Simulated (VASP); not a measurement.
```xyz
4
Lattice="4.0707 0.0000 0.0000 0.0000 4.0707 0.0000 0.0000 0.0000 4.0707" Properties=species:S:1:pos:R:3 pbc="T T T"
Zr     0.0000     0.0000     0.0000
Al     0.0000     2.0353     2.0353
Al     2.0353     0.0000     2.0353
Al     2.0353     2.0353     0.0000
```

Method: PBEsol GGA, VASP's PBE PAW potentials (set 64) (plane waves; VASP 6.6.1). Run with 400 eV cut-off, Gaussian smearing of 0.050 eV, potentials Zr_sv Al.

Problem. Give the energies of bands 5 to 13 at the high-symmetry points, in eV from the Fermi level.

Solution. 
```
band       Γ      X      M      R
----  ------  -----  -----  -----
5     -10.45  -8.36  -7.35  -5.59
6      -3.72  -7.81  -5.76  -5.59
7      -3.72  -2.75  -5.76  -5.59
8      -2.00  -2.67  -4.99  -4.83
9      -2.00  -2.67  -1.67  -2.99
10     -2.00   0.42  -1.67  -2.99
11      0.26   0.65   0.73  -2.99
12      0.26   0.87   0.81   0.78
13      0.26   0.87   1.41   2.01
```

It has no gap at this level: it comes out as a metal or semimetal.

The structure comes from a computed database's ZrAl3 entry (Pm-3m); how it stands against other phases isn't given here. It was relaxed first. The electron count is odd and the run is not spin-polarised, which forces a metal.
